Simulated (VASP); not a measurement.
An input for Ansatz (written as the equivalent of a VASP run, and not itself run):

Ansatz 0.2 input:
```yaml
crystal:
  lattice:
    - [0.0000000, 2.6664715, 2.6664715]
    - [2.6664715, 0.0000000, 2.6664715]
    - [2.6664715, 2.6664715, 0.0000000]
  atoms:
    - { symbol: Cd, position: [0.0000000, 0.0000000, 0.0000000] }
    - { symbol: F, position: [0.2500000, 0.2500000, 0.2500000] }
    - { symbol: F, position: [0.7500000, 0.7500000, 0.7500000] }
kpoints:
  mp_grid: { grid: [7, 7, 7] }
hamiltonian:
  xc: pbe
  pseudopotentials: { kind: paw }
scf:
  occupations: { method: gaussian, width: 0.05 }
  max_iter: 100
relax:
  max_steps: 40
  f_tol: 0.02
  cell: { p_target: 20 }
output: { forces: true, stress: true, eigenvalues: true }
```

Task: Translate this input to VASP (INCAR, KPOINTS, POSCAR, choice of POTCAR).

Result: Several could match; the one computed here: 
**INCAR**
```
ALGO = Normal
EDIFF = 1E-6
EDIFFG = -0.02
ENCUT = 620
GGA = PE
IBRION = 2
ISIF = 3
ISMEAR = 0
LASPH = .True.
LCHARG = .False.
LMAXMIX = 4
LREAL = .False.
LWAVE = .False.
NELM = 100
NSW = 40
PREC = Accurate
PSTRESS = 200
SIGMA = 0.05
SYSTEM = CdF2
```

File KPOINTS:
```
K-points
0
gamma
 7 7 7
```

### POSCAR
```
CdF2
1
    0.0000000000     2.6664715063     2.6664715063
    2.6664715063     0.0000000000     2.6664715063
    2.6664715063     2.6664715063     0.0000000000
Cd F
1 2
Direct
  0.0000000000   0.0000000000   0.0000000000
  0.2500000000   0.2500000000   0.2500000000
  0.7500000000   0.7500000000   0.7500000000
```

POTCAR, in this order: Cd F (PBE.64 set). Program: vasp_std.

Limits of the translation: each code has its own PAW files, so the cut-off isn't converted (ENCUT is set for VASP's; basis.ecutwfc is left out, and Ansatz then takes the one that its files recommend); Ansatz stops its SCF on the density residual and VASP on the energy change (EDIFF).

The compound is CdF2 in the fluorite structure. This run relaxes it under an external pressure of 20 GPa. Symmetry was kept, so distortions that lower it aren't found.
